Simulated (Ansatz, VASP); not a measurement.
# Al32O47 (V_O) in two plane-wave programs, part 2 of 2

Wanted: the spread between two codes on one cell, functional and k mesh. The cell is taken from a series of runs on this material, whose earlier steps may have relaxed, scaled, displaced or heated it; both programs get it as it stands.

VASP 6.6.1 and Ansatz 0.2.0.

So far: The starting structure; Ansatz: single point, HSE06.

**3. VASP: single point, HSE06**

Level of this step: HSE06, spin-polarised from a ferromagnetic start; plane waves and PAW (Al, O) (VASP).

The same cell, functional and mesh now go to VASP, with its own data sets.

Lines of VASP's logs that name or quote its potential files are left out, and so is its time.

The run reads the wave functions of an earlier VASP run, which isn't shown here.

Input file INCAR:

```
SYSTEM = Al32O47
PREC = Accurate
ENCUT = 520
EDIFF = 1E-06
NELM = 100
ISMEAR = 0
SIGMA = 0.01
LREAL = Auto
ALGO = Normal
LHFCALC = .TRUE.
AEXX = 0.25
GGA = PE
HFSCREEN = 0.208
LASPH = .TRUE.
NELECT = 377
NBANDS = 243
ISPIN = 2
MAGMOM = 0 0.02 0 0 -0 0 0 0 0 0 0 0 0 0 0 0 0.02 0 0 -0 0 0 0.01 0.01 0 -0 -0 -0 0 0 -0 0 0 0 -0 0 0 0 0 0.02 0 0.02 0 0.01 -0 0.01 0 0 0 0 0 0 0 -0 0 0 0.01 0.01 0.02 -0 0.01 -0 0 0.01 0.02 0 0 0.02 0 0 0 0 0 0 0 -0 0 0 0.02
PRECFOCK = Fast
LORBIT = 11
LWAVE = .FALSE.
LCHARG = .FALSE.
ISIF = 2
NUPDOWN = 1
```

Input file POSCAR:

```
Al32O47
1.0
    4.7733053288      2.7558691165      8.6752450671
   -4.7733053288      2.7558691165      8.6752450671
    0.0000000000     -5.5117382330      8.6752450671
Al O
32 47
Direct
    0.3226100000      0.3229400000      0.3224300000
    0.4142400000      0.4337200000      0.4222200000
    0.0736100000      0.0745500000      0.0730500000
    0.1795100000      0.1750200000      0.1736100000
    0.3238300000      0.3252500000      0.8214700000
    0.4258500000      0.4254000000      0.9261600000
    0.0743000000      0.0729900000      0.5739700000
    0.1749400000      0.1758800000      0.6768200000
    0.3230100000      0.8245100000      0.3244200000
    0.4256000000      0.9251700000      0.4266900000
    0.0748200000      0.5742000000      0.0725200000
    0.1744100000      0.6773100000      0.1756200000
    0.3234200000      0.8221900000      0.8244600000
    0.4246500000      0.9250200000      0.9275200000
    0.0696800000      0.5762200000      0.5748100000
    0.1756100000      0.6767700000      0.6752800000
    0.8348800000      0.3275800000      0.3161800000
    0.9266200000      0.4273500000      0.4268900000
    0.5734200000      0.0731700000      0.0767400000
    0.6759400000      0.1766200000      0.1761300000
    0.8236400000      0.3231200000      0.8246600000
    0.9262200000      0.4254100000      0.9253200000
    0.5699400000      0.0638600000      0.5798400000
    0.6793000000      0.1700500000      0.6859000000
    0.8233800000      0.8236300000      0.3244400000
    0.9254000000      0.9283800000      0.4245600000
    0.5741200000      0.5742600000      0.0728100000
    0.6751200000      0.6769900000      0.1755600000
    0.8245600000      0.8223400000      0.8247700000
    0.9258000000      0.9253700000      0.9276400000
    0.5732800000      0.5737000000      0.5731900000
    0.6758100000      0.6730500000      0.6766600000
    0.2217900000      0.0282900000      0.3746000000
    0.4716500000      0.1246900000      0.2785600000
    0.0310000000      0.3742100000      0.2214200000
    0.3772600000      0.2214900000      0.0252000000
    0.1246200000      0.2770900000      0.4727400000
    0.2778700000      0.4719600000      0.1245200000
    0.2229400000      0.0280400000      0.8744000000
    0.4755300000      0.1279900000      0.7700500000
    0.0274300000      0.3752400000      0.7215500000
    0.3770800000      0.2226800000      0.5271900000
    0.1256600000      0.2780900000      0.9709600000
    0.2779300000      0.4726100000      0.6230500000
    0.2182100000      0.5284000000      0.3756200000
    0.4713500000      0.6246900000      0.2780400000
    0.0261700000      0.8763000000      0.2224200000
    0.3739700000      0.7215500000      0.0290100000
    0.1235600000      0.7788600000      0.4717300000
    0.2778600000      0.9727500000      0.1244400000
    0.2230500000      0.5274100000      0.8735300000
    0.4718700000      0.6233800000      0.7775600000
    0.0262900000      0.8754300000      0.7217800000
    0.3744200000      0.7220400000      0.5277100000
    0.1246100000      0.7776600000      0.9721900000
    0.2780100000      0.9720800000      0.6251700000
    0.7193500000      0.0326500000      0.3765200000
    0.9713100000      0.1267800000      0.2772200000
    0.5275500000      0.3751600000      0.2242700000
    0.8748100000      0.2221100000      0.0277700000
    0.7778700000      0.4717800000      0.1251400000
    0.7223300000      0.0246000000      0.8793000000
    0.9712500000      0.1246400000      0.7777400000
    0.5298700000      0.3733200000      0.7171900000
    0.8722000000      0.2226400000      0.5271500000
    0.6244400000      0.2777500000      0.9723400000
    0.7775800000      0.4712600000      0.6251400000
    0.7216700000      0.5255700000      0.3746700000
    0.9713600000      0.6252900000      0.2778700000
    0.5274400000      0.8745600000      0.2226500000
    0.8752500000      0.7208200000      0.0282900000
    0.6247800000      0.7775000000      0.4720700000
    0.7773300000      0.9722600000      0.1264700000
    0.7217800000      0.5271700000      0.8752700000
    0.9713700000      0.6253900000      0.7770800000
    0.5269000000      0.8704900000      0.7252500000
    0.8719600000      0.7246000000      0.5283400000
    0.6246100000      0.7785000000      0.9713400000
    0.7737000000      0.9797600000      0.6218400000
```

Input file KPOINTS:

```
Automatic mesh
0
Gamma
1 1 1
0 0 0
```

The projector-augmented-wave data sets are Al and O (PBE family, release 64).

Command:

```
$ export OMP_NUM_THREADS=3
$ mpirun -np 1 vasp_gam
```

Numbers of over 12 decimals in the logs are rounded to 6 here.

The log of the run:

```text
[banner, memory and clock lines left out]
running    1 mpi-ranks, on    1 nodes
[...]
Offloading initialized ...    1 GPUs detected
[...]
LDA part: xc-table for (Slater+PW92), standard interpolation
 found WAVECAR, reading the header
 POSCAR, INCAR and KPOINTS ok, starting setup
[...]
reading WAVECAR
 the WAVECAR file was read successfully
 initial charge from wavefunction
 entering main loop
       N       E                     dE             d eps       ncg     rms          rms(c)
DAV:   1    -0.716906014290E+03   -0.71691E+03   -0.17132E+01  1176   0.871E+00    0.377E+01
DAV:   2    -0.717037587926E+03   -0.13157E+00   -0.55622E-01  1224   0.162E+00    0.291E+01
DAV:   3    -0.717008384625E+03    0.29203E-01   -0.29017E-02  1112   0.347E-01    0.188E+01
DAV:   4    -0.716999502732E+03    0.88819E-02   -0.54681E-03  1112   0.158E-01    0.113E+01
[...]
DAV:  10    -0.716994939942E+03    0.91499E-05   -0.52461E-06  1072   0.622E-03    0.439E-01
DAV:  11    -0.716994938039E+03    0.19033E-05   -0.17462E-06   760   0.387E-03    0.257E-01
DAV:  12    -0.716994938158E+03   -0.11946E-06   -0.84022E-07   696   0.274E-03
   1 F= -.71699494E+03 E0= -.71699494E+03  d E =-.367828E-16  mag=     1.0000
```

OUTCAR, selected parts (step 3):

```text
  FREE ENERGIE OF THE ION-ELECTRON SYSTEM (eV)
  ---------------------------------------------------
  free  energy   TOTEN  =      -716.9949381585 eV

  energy  without entropy=     -716.9949381585  energy(sigma->0) =     -716.99493816

 magnetization (x)
# of ion       s       p       d       tot
------------------------------------------
    1        0.001  -0.000   0.000   0.000
    2        0.017   0.023   0.000   0.040
    3        0.000   0.000   0.000   0.000
    4        0.000   0.000   0.000   0.000
    5       -0.000  -0.000   0.000  -0.000
    6        0.001   0.001   0.000   0.001
    7        0.001   0.001   0.000   0.002
    8        0.001   0.001   0.000   0.002
    9        0.001   0.000   0.000   0.001
   10        0.000  -0.000   0.000   0.000
   11        0.000   0.000   0.000   0.000
   12        0.000   0.000   0.000   0.000
   13        0.000   0.000   0.000   0.000
[...]
--------------------------------------------------
tot          0.088   0.223   0.000   0.312
```

The run ends at a pressure of -5.36 GPa, with forces up to 0.22 eV/Å.

**4. Differences**

Known differences besides the potentials themselves: exact exchange at q = 0 is treated differently, which shows on coarse meshes; VASP keeps PBE cores, Ansatz makes them for the functional; fixed occupations in Ansatz, narrow Gaussian smearing in VASP; the cutoff is 420 eV in Ansatz and 520 eV in VASP (PREC = Accurate, projectors in real space); VASP takes a coarser grid for exact exchange (PRECFOCK = Fast). Total energies have different zeros and are not compared.

The two programs side by side:

| quantity | Ansatz | VASP | difference |
| --- | --- | --- | --- |
| total moment, fixed by the input (μB) | 1.00 | 1.00 | 0.00 |

Forces on 9 of the 79 atoms, those with the largest forces and the largest differences (eV/Å; atoms numbered as in POSCAR):

| atom | Ansatz x, y, z | VASP x, y, z |
| --- | --- | --- |
| Al2 | -0.186, 0.016, -0.145 | -0.180, 0.013, -0.114 |
| Al4 | 0.015, 0.005, -0.024 | 0.014, 0.004, 0.005 |
| Al17 | 0.083, 0.177, 0.146 | 0.083, 0.171, 0.119 |
| Al21 | 0.000, -0.002, 0.025 | -0.002, -0.001, -0.003 |
| Al23 | 0.068, -0.099, -0.074 | 0.064, -0.095, -0.096 |
| Al24 | 0.053, -0.116, 0.073 | 0.053, -0.110, 0.095 |
| O57 | -0.066, -0.026, 0.025 | -0.080, -0.022, 0.029 |
| O62 | -0.058, 0.049, -0.020 | -0.071, 0.048, -0.018 |
| O64 | 0.056, 0.046, -0.024 | 0.060, 0.061, -0.028 |

The forces differ by 11 meV/Å r.m.s., which is 31.3 % of the r.m.s. force of 0.035 eV/Å (both taken over all components). The cell carries a charge of +1 e against a uniform background, so its pressure also hangs on how the neutralising background is counted, and in a defect's cell a gap may be the spacing between its levels.

**5. Outcome**

| Item | Value |
| --- | --- |
| r.m.s. force difference (single point, HSE06) | 11 meV/Å |

The r.m.s. force difference is 11 meV/Å (single point, HSE06), within the 12 meV/Å picked in this series as the mark of a large difference. How closely two codes agree says nothing of how well the functional describes the real material.

[Lines on the potential files, build, host, timing and source positions are cut from VASP's logs without a mark.]

[Logs are printed without paths, hosts, clocks, repeated set-up lines and the standing remarks that a program may print on its own settings, such as how far it seeks lower states.]

[Hosts, paths, dates, database ids (printed as entryN), source tags and the programs' standing remarks are cut or masked in the printed files.]
